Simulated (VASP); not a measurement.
Calculation: PBEsol GGA, VASP's PBE PAW potentials (set 64) (plane waves; VASP).

A VASP calculation is set up with these files.

### KPOINTS
```
Automatic mesh
0
Gamma
4 4 4
0 0 0
```

### POSCAR
```
AlGa3As4
1
    5.6703951459    -0.0000000000     0.0000000000
   -0.0000000000     5.6703951459     0.0000000000
   -0.0000000000     0.0000000000     5.6703951459
Ga As Al
3 4 1
Direct
  1.0000000000   1.0000000000   0.0000000000
  0.5000000000   0.5000000000   0.0000000000
  0.5000000000   1.0000000000   0.5000000000
  0.2499846270   0.2500153730   0.2500153730
  0.7500153730   0.7499846270   0.2500153730
  0.7500153730   0.2500153730   0.7499846270
  0.2499846270   0.7499846270   0.7499846270
  1.0000000000   0.5000000000   0.5000000000
```

INCAR:
```
! general
SYSTEM =AlGa3As4
PREC   =Accurate
ENCUT  =400
LREAL  =.False.
LASPH  =.True.

! electronic loop
EDIFF  =1E-6   ! SCF stop (eV)
NELM   =100   ! most electronic steps
ALGO   =Normal
LMAXMIX=4   ! l cut-off of mixed one-centre charges

! smearing
ISMEAR =0   ! Gaussian
SIGMA  =0.05

! functional
GGA    =PS

! ions
IBRION =2
NSW    =60   ! most ionic steps
ISIF   =3   ! ions, shape and volume
EDIFFG =-0.02   ! ionic stop

! output
LWAVE  =.False.
LCHARG =.False.
```

POTCAR, in this order: Ga_d As Al (PBE.64 set). Program: vasp_std.

The resulting files:

### OSZICAR
```
       N       E                     dE             d eps       ncg     rms          rms(c)
DAV:   1     0.439257542615E+03    0.43926E+03   -0.24414E+04   769   0.181E+03
DAV:   2     0.274130983667E+02   -0.41184E+03   -0.39995E+03   834   0.461E+02
DAV:   3    -0.344935576424E+02   -0.61907E+02   -0.59093E+02   835   0.142E+02
DAV:   4    -0.380575170909E+02   -0.35640E+01   -0.35301E+01   936   0.346E+01
DAV:   5    -0.381534605120E+02   -0.95943E-01   -0.95453E-01   880   0.531E+00    0.605E+00
DAV:   6    -0.374306757588E+02    0.72278E+00   -0.13118E+00  1067   0.139E+01    0.342E+00
DAV:   7    -0.372968985102E+02    0.13378E+00   -0.66750E-01   916   0.376E+00    0.111E+00
DAV:   8    -0.372917177156E+02    0.51808E-02   -0.10155E-01   942   0.355E+00    0.270E-01
DAV:   9    -0.372916174424E+02    0.10027E-03   -0.10851E-02  1049   0.147E+00    0.799E-02
DAV:  10    -0.372917634175E+02   -0.14598E-03   -0.12982E-03   854   0.279E-01    0.401E-02
DAV:  11    -0.372918961574E+02   -0.13274E-03   -0.29279E-04   994   0.839E-02    0.167E-02
DAV:  12    -0.372918926773E+02    0.34801E-05   -0.14565E-05   902   0.214E-02    0.944E-03
DAV:  13    -0.372918924109E+02    0.26649E-06   -0.37122E-06   751   0.101E-02
   1 F= -.37291892E+02 E0= -.37291892E+02  d E =-.372919E+02
       N       E                     dE             d eps       ncg     rms          rms(c)
DAV:   1    -0.373047832983E+02   -0.12891E-01   -0.18852E-01  1000   0.541E+00    0.648E-01
DAV:   2    -0.372951021909E+02    0.96811E-02   -0.25461E-02  1019   0.229E+00    0.304E-01
DAV:   3    -0.372924795577E+02    0.26226E-02   -0.42935E-03  1048   0.798E-01    0.604E-02
DAV:   4    -0.372922528204E+02    0.22674E-03   -0.61312E-04   943   0.258E-01    0.203E-02
DAV:   5    -0.372922338508E+02    0.18970E-04   -0.37997E-05   963   0.582E-02    0.478E-03
DAV:   6    -0.372922318538E+02    0.19970E-05   -0.12584E-05   713   0.431E-02    0.266E-03
DAV:   7    -0.372922319572E+02   -0.10337E-06   -0.10262E-06   507   0.779E-03
   2 F= -.37292232E+02 E0= -.37292232E+02  d E =-.339546E-03
```

### OUTCAR
```
------------------------ aborting loop because EDIFF is reached ----------------------------------------
  FORCE on cell =-STRESS in cart. coord.  units (eV):
  Direction    XX          YY          ZZ          XY          YZ          ZX
  --------------------------------------------------------------------------------------
  Total        0.1478763      0.1478763      0.1478763     -0.0000000      0.0000000     -0.0000000
  in kB        1.3063295      1.3063295      1.3063295     -0.0000000      0.0000000     -0.0000000
  external PRESSURE =       1.3063295 kB  Pullay stress =       0.0000000 kB
  volume of cell :      181.37
      direct lattice vectors                 reciprocal lattice vectors
     5.660465295  0.000000000 -0.000000000     0.176663922  0.000000000 -0.000000000
     0.000000000  5.660465295  0.000000000    -0.000000000  0.176663922  0.000000000
     0.000000000  0.000000000  5.660465295     0.000000000  0.000000000  0.176663922
 POSITION                                       TOTAL-FORCE (eV/Angst)
 -----------------------------------------------------------------------------------
      5.66047      0.00000      5.66047        -0.000000      0.000000      0.000000
      2.83023      2.83023     -0.00000        -0.000000      0.000000     -0.000000
      2.83023      0.00000      2.83023        -0.000000      0.000000      0.000000
      1.41523      1.41500      1.41500         0.002012     -0.002012     -0.002012
      4.24524      4.24546      1.41500        -0.002012      0.002012     -0.002012
      4.24524      1.41500      4.24546        -0.002012     -0.002012      0.002012
      1.41523      4.24546      4.24546         0.002012      0.002012      0.002012
      0.00000      2.83023      2.83023        -0.000000      0.000000      0.000000
 -----------------------------------------------------------------------------------
    total drift:                               -0.000000     -0.000000     -0.000000
  FREE ENERGIE OF THE ION-ELECTRON SYSTEM (eV)
  ---------------------------------------------------
  free  energy   TOTEN  =       -37.2922319572 eV

  energy  without entropy=      -37.2922319572  energy(sigma->0) =      -37.29223196

 reached required accuracy - stopping structural energy minimisation
```
(Selected blocks of OUTCAR.)

File CONTCAR:
```
AlGa3As4
   1.00000000000000
     5.6604652947289482    0.0000000000000000   -0.0000000000000000
     0.0000000000000000    5.6604652947289482    0.0000000000000000
     0.0000000000000000    0.0000000000000000    5.6604652947289482
  Ga              As              Al
     3     4     1
Direct
     1.0000000000000000    0.0000000000000000    1.0000000000000000
     0.5000000000000000    0.5000000000000000    0.0000000000000000
     0.5000000000000000    0.0000000000000000    0.5000000000000000
     0.2500196992805733    0.2499803007194267    0.2499803007194267
     0.7499803007194267    0.7500196992805733    0.2499803007194267
     0.7499803007194267    0.2499803007194267    0.7500196992805733
     0.2500196992805733    0.7500196992805733    0.7500196992805733
     0.0000000000000000    0.5000000000000000    0.5000000000000000
```

The structure was generated: AlGa3As4 was put into an ordered model structure (P-43m), which need not be its known phase. This run relaxes it. Symmetry was kept, so distortions that lower it aren't found. The start is the result of an earlier pass.
